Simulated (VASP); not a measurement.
Output of a VASP run:

### OUTCAR
```
 ion  position               nearest neighbor table
   1  0.000  0.000  0.000-
   2  0.500  0.500  0.500-
  LATTYP: Found a face centered cubic cell.
 ALAT       =     5.6789113476
 Subroutine PRICEL returns:
 Original cell was already a primitive cell.
 Subroutine GETGRP returns: Found 48 space group operations
The static configuration has the point symmetry O_h .
The dynamic configuration has the point symmetry O_h .
 Subroutine INISYM returns: Found 48 space group operations
 Subroutine IBZKPT returns following result:
 Found     29 irreducible k-points:

 Following reciprocal coordinates:
            Coordinates               Weight
  0.000000  0.000000  0.000000      1.000000
  0.125000  0.000000  0.000000      8.000000
  0.250000  0.000000  0.000000      8.000000
  0.375000  0.000000  0.000000      8.000000
  0.500000  0.000000  0.000000      4.000000
  0.125000  0.125000  0.000000      6.000000
  0.250000  0.125000  0.000000     24.000000
  0.375000  0.125000  0.000000     24.000000
  0.500000  0.125000  0.000000     24.000000
 -0.375000  0.125000  0.000000     24.000000
 -0.250000  0.125000  0.000000     24.000000
 -0.125000  0.125000  0.000000     12.000000
  0.250000  0.250000  0.000000      6.000000
  0.375000  0.250000  0.000000     24.000000
  0.500000  0.250000  0.000000     24.000000
 -0.375000  0.250000  0.000000     24.000000
 -0.250000  0.250000  0.000000     12.000000
  0.375000  0.375000  0.000000      6.000000
  0.500000  0.375000  0.000000     24.000000
 -0.375000  0.375000  0.000000     12.000000
  0.500000  0.500000  0.000000      3.000000
  0.375000  0.250000  0.125000     24.000000
  0.500000  0.250000  0.125000     48.000000
 -0.375000  0.250000  0.125000     24.000000
  0.500000  0.375000  0.125000     24.000000
 -0.375000  0.375000  0.125000     48.000000
 -0.250000  0.375000  0.125000     24.000000
 -0.375000  0.500000  0.125000     12.000000
 -0.250000  0.500000  0.250000      6.000000
   k-points           NKPTS =     29   k-points in BZ     NKDIM =     29   number of bands    NBANDS=     11
   number of dos      NEDOS =    301   number of ions     NIONS =      2
   total plane-waves  NPLWV =  27000
   dimension x,y,z NGX =    30 NGY =   30 NGZ =   30
   dimension x,y,z NGXF=    60 NGYF=   60 NGZF=   60
   ions per type =               1   1
   PREC   = accura    normal or accurate (medium, high low for compatibility)
   ISTART =      0    job   : 0-new  1-cont  2-samecut
   ICHARG =      2    charge: 1-file 2-atom 10-const
   ISPIN  =      1    spin polarized calculation?
   LNONCOLLINEAR =      F non collinear calculations
   LSORBIT =      F    spin-orbit coupling
   INIWAV =      1    electr: 0-lowe 1-rand  2-diag
   ENCUT  =  480.0 eV  35.28 Ry    5.94 a.u.   7.17  7.17  7.17*2*pi/ulx,y,z
   NELM   =    100;   NELMIN=  2; NELMDL= -5     # of ELM steps
   EDIFF  = 0.1E-06   stopping-criterion for ELM
   LREAL  =      F    real-space projection
   NLSPLINE    = F    spline interpolate recip. space projectors
   LMAXMIX     =    2 max onsite mixed and CHGCAR
   VOSKOWN=      0    Vosko Wilk Nusair interpolation
   EDIFFG = 0.1E-05   stopping-criterion for IOM
   NSW    =      0    number of steps for IOM
   NBLOCK =      1;   KBLOCK =      1    inner block; outer block
   IBRION =     -1    ionic relax: 0-MD 1-quasi-New 2-CG
   NFREE  =      0    steps in history (QN), initial steepest desc. (CG)
   ISIF   =      2    stress and relaxation
   ISYM   =      2    0-nonsym 1-usesym 2-fastsym
   TEIN   =    0.0    initial temperature
   TEBEG  =    0.0;   TEEND  =   0.0 temperature during run
   SMASS  =  -3.00    Nose mass-parameter (am)
   PSTRESS=    0.0 pullay stress
   NELECT =      14.0000    total number of electrons
   EFERMI =   0.00;   METHOD = LEGACY
   ISMEAR =     0;   SIGMA  =   0.05  broadening in eV -4-tet -1-fermi 0-gaus
   IALGO  =     38    algorithm
...
```

File OSZICAR:
```
       N       E                     dE             d eps       ncg     rms          rms(c)
DAV:   1     0.925067681145E+02    0.92507E+02   -0.69954E+03   641   0.118E+03
DAV:   2     0.967291699295E+00   -0.91539E+02   -0.85672E+02   720   0.278E+02
DAV:   3    -0.681624304601E+01   -0.77835E+01   -0.77433E+01   758   0.803E+01
DAV:   4    -0.697559793589E+01   -0.15935E+00   -0.15920E+00   734   0.128E+01
DAV:   5    -0.697957108706E+01   -0.39732E-02   -0.39728E-02   818   0.199E+00    0.214E+00
DAV:   6    -0.678311848691E+01    0.19645E+00   -0.39891E-01   740   0.418E+00    0.161E+00
DAV:   7    -0.677127660178E+01    0.11842E-01   -0.92162E-02   766   0.203E+00    0.108E+00
DAV:   8    -0.677712386445E+01   -0.58473E-02   -0.99468E-03   656   0.106E+00    0.248E-01
DAV:   9    -0.677706893977E+01    0.54925E-04   -0.19781E-04   785   0.136E-01    0.136E-01
DAV:  10    -0.677722476583E+01   -0.15583E-03   -0.33494E-04   656   0.162E-01    0.516E-02
DAV:  11    -0.677721671985E+01    0.80460E-05   -0.19144E-05   764   0.433E-02    0.102E-02
DAV:  12    -0.677721710876E+01   -0.38892E-06   -0.16303E-06   680   0.137E-02    0.120E-03
DAV:  13    -0.677721751894E+01   -0.41017E-06   -0.24675E-07   683   0.381E-03    0.205E-03
DAV:  14    -0.677721736997E+01    0.14896E-06   -0.29014E-08   427   0.107E-03    0.415E-04
DAV:  15    -0.677721737324E+01   -0.32678E-08   -0.14537E-09   346   0.470E-04
   1 F= -.67772174E+01 E0= -.67772174E+01  d E =-.180447E-14
```

### OUTCAR
```
------------------------ aborting loop because EDIFF is reached ----------------------------------------
  FORCE on cell =-STRESS in cart. coord.  units (eV):
  Direction    XX          YY          ZZ          XY          YZ          ZX
  --------------------------------------------------------------------------------------
  Total        0.0365628      0.0365628      0.0365628     -0.0000000     -0.0000000      0.0000000
  in kB        1.2794235      1.2794235      1.2794235     -0.0000000     -0.0000000      0.0000000
  external PRESSURE =       1.2794235 kB  Pullay stress =       0.0000000 kB
  volume of cell :       45.79
      direct lattice vectors                 reciprocal lattice vectors
     0.000000000  2.839455674  2.839455674    -0.176090088  0.176090088  0.176090088
     2.839455674  0.000000000  2.839455674     0.176090088 -0.176090088  0.176090088
     2.839455674  2.839455674  0.000000000     0.176090088  0.176090088 -0.176090088
  FREE ENERGIE OF THE ION-ELECTRON SYSTEM (eV)
  ---------------------------------------------------
  free  energy   TOTEN  =        -6.7772173732 eV

  energy  without entropy=       -6.7772173732  energy(sigma->0) =       -6.77721737
```
(Selected blocks of OUTCAR.)

File POSCAR:
```
NaCl
1
    0.0000000000     2.8394556738     2.8394556738
    2.8394556738     0.0000000000     2.8394556738
    2.8394556738     2.8394556738     0.0000000000
Na Cl
1 1
Direct
  0.0000000000   0.0000000000   0.0000000000
  0.5000000000   0.5000000000   0.5000000000
```

Task: Write an INCAR and KPOINTS that could have produced this output.

Result: Several could match; the one computed here: the input of the run itself, PBE GGA, plane waves, VASP's PBE PAW potentials (set 64).

File KPOINTS:
```
kpoints
0
G
8 8 8
0 0 0
```

### INCAR
```
SYSTEM = NaCl
PREC = Accurate; ENCUT = 480; LREAL = .False.
LASPH = .True.
EDIFF = 1E-7; NELM = 100; ALGO = Normal
ISMEAR = 0; SIGMA = 0.05
GGA = PE
ISIF = 2
LWAVE = .False.; LCHARG = .False.
```

POTCAR, in this order: Na_pv Cl (PBE.64 set). Program: vasp_std.

The compound is NaCl in the rock salt structure. It was relaxed first.
